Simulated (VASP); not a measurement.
Computed with optB88-vdW, VASP's PBE PAW potentials (set 64) (plane waves; VASP).

Input for VASP

File KPOINTS:
```
K-points
0
G
7 7 7
```

POSCAR:
```
PbF2
1
    0.0000000000     2.9722291306     2.9722291306
    2.9722291306     0.0000000000     2.9722291306
    2.9722291306     2.9722291306     0.0000000000
Pb F
1 2
Direct
  0.0000000000   0.0000000000   0.0000000000
  0.2500000000   0.2500000000   0.2500000000
  0.7500000000   0.7500000000   0.7500000000
```

**INCAR**
```
AGGAC = 0.0
LORBIT = 11   ! lm-projected
NEDOS = 601   ! DOS grid
GGA = BO
SYSTEM = PbF2
LCHARG = T
PARAM1 = 0.1833333333
EDIFF = 1E-7   ! SCF stop (eV)
PARAM2 = 0.22
LASPH = T   ! aspherical one-centre terms
ISIF = 2   ! forces and stress, cell fixed
LMAXMIX = 4
LEFG = T
NELM = 100
LREAL = F   ! projection in real space or not
LWAVE = F
LUSE_VDW = T
ENCUT = 520   ! plane-wave cut-off (eV)
PREC = Accurate
ALGO = Normal
ISMEAR = -5   ! tetrahedra, Bloechl
```

POTCAR, in this order: Pb_d F (PBE.64 set). Program: vasp_std.

Question: What will the output report for the number of irreducible k-points (NKPTS), largest plane-wave count, number of space-group operations, FFT grid (NGX, NGY, NGZ)?

Answer: 
| Item | Result |
|---|---|
| number of irreducible k-points (NKPTS) | 20 |
| largest plane-wave count | 1425 |
| number of space-group operations | 48 |
| FFT grid (NGX, NGY, NGZ) | 32 × 32 × 32 |

The compound is PbF2 in the fluorite structure, the β form. It was relaxed first.
